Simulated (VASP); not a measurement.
Input of a VASP 6.6.1 run:

File POSCAR:

```
CsLiCr2Te2S3
1.0
    3.3192900000      1.9163900000      6.8798200000
   -3.3192900000      1.9163900000      6.8798200000
    0.0000000000     -3.8327900000      6.8798200000
Cs Li Cr Te S
1 1 2 2 3
Direct
    0.0000000000      0.0000000000      0.0000000000
    0.5000000000      0.5000000000      0.5000000000
    0.7984800000      0.7984800000      0.7984800000
    0.2015200000      0.2015200000      0.2015200000
    0.6799000000      0.6799000000      0.6799000000
    0.3201000000      0.3201000000      0.3201000000
    0.1362600000      0.8637400000      0.5000000000
    0.5000000000      0.1362600000      0.8637400000
    0.8637400000      0.5000000000      0.1362600000
```

File INCAR.step1:

```
SYSTEM = CsLiCr2Te2S3
ALGO     = Normal         ! electronic algorithm
EDIFF    = 1E-5           ! SCF threshold, eV
ENCUT    = 520            ! plane-wave cutoff, eV
GGA      = PE             ! functional
ISIF     = 2              ! what is computed and relaxed
ISMEAR   = -1             ! smearing method
ISPIN    = 2              ! spin polarisation
LASPH    = .TRUE.         ! aspherical terms in the spheres
LCHARG   = .FALSE.        ! write CHGCAR
LMAXMIX  = 4              ! l up to which the mixer works
LREAL    = .FALSE.        ! projectors in reciprocal space
LWAVE    = .TRUE.         ! write WAVECAR
MAGMOM   = 0 0 3 3 0 0 0 0 0 ! initial moments
NBANDS   = 47             ! bands
NELM     = 100            ! most SCF steps
PREC     = Accurate       ! precision mode
SIGMA    = 0.05           ! smearing width, eV
```

File INCAR.step2:

```
SYSTEM = CsLiCr2Te2S3
AEXX     = 0.25           ! exact-exchange fraction
ALGO     = Normal         ! electronic algorithm
EDIFF    = 1E-7           ! SCF threshold, eV
ENCUT    = 520            ! plane-wave cutoff, eV
GGA      = PE             ! functional
HFRCUT   = -1           
ISIF     = 2              ! what is computed and relaxed
ISMEAR   = -5             ! smearing method
ISPIN    = 2              ! spin polarisation
ISTART   = 1            
LASPH    = .TRUE.         ! aspherical terms in the spheres
LCHARG   = .FALSE.        ! write CHGCAR
LHFCALC  = .TRUE.         ! exact exchange
LMAXMIX  = 4              ! l up to which the mixer works
LORBIT   = 11             ! projections on sites
LREAL    = .FALSE.        ! projectors in reciprocal space
LWAVE    = .FALSE.        ! write WAVECAR
MAGMOM   = 0 0 3 3 0 0 0 0 0 ! initial moments
NBANDS   = 47             ! bands
NEDOS    = 2001           ! points of the DOS
NELM     = 100            ! most SCF steps
PREC     = Accurate       ! precision mode
PRECFOCK = Fast         
SIGMA    = 0.05           ! smearing width, eV
```

File KPOINTS:

```
k-points
0
G
  3 3 3
  0 0 0
```

Potentials or basis: VASP PAW PBE potentials, release 64 (Cs_sv, Li_sv, Cr_pv, Te, S).

Run with:

```sh
$ cat potpaw_PBE.64/Cs_sv/POTCAR potpaw_PBE.64/Li_sv/POTCAR potpaw_PBE.64/Cr_pv/POTCAR potpaw_PBE.64/Te/POTCAR potpaw_PBE.64/S/POTCAR > POTCAR
$ cp INCAR.step1 INCAR
$ mpirun -np 8 vasp_std > vasp.out
$ cp INCAR.step2 INCAR
$ mpirun -np 8 vasp_std > vasp.out
```

(1) Estimate the band gap on the k mesh.

(2) Predict the largest force.

## Answers

(1) 0.67 eV, indirect (least direct gap 0.92 eV).

(2) 0.308 eV/Å.

Caveat: the PAW data sets were made with another functional, which shifts forces and pressure a little; spin-orbit coupling is left out, which moves the levels of the heavy elements; an odd mesh through Γ misses points on the zone boundary, where band edges often lie; only a ferromagnetic start was run, and an antiferromagnetic order may lie lower in energy.
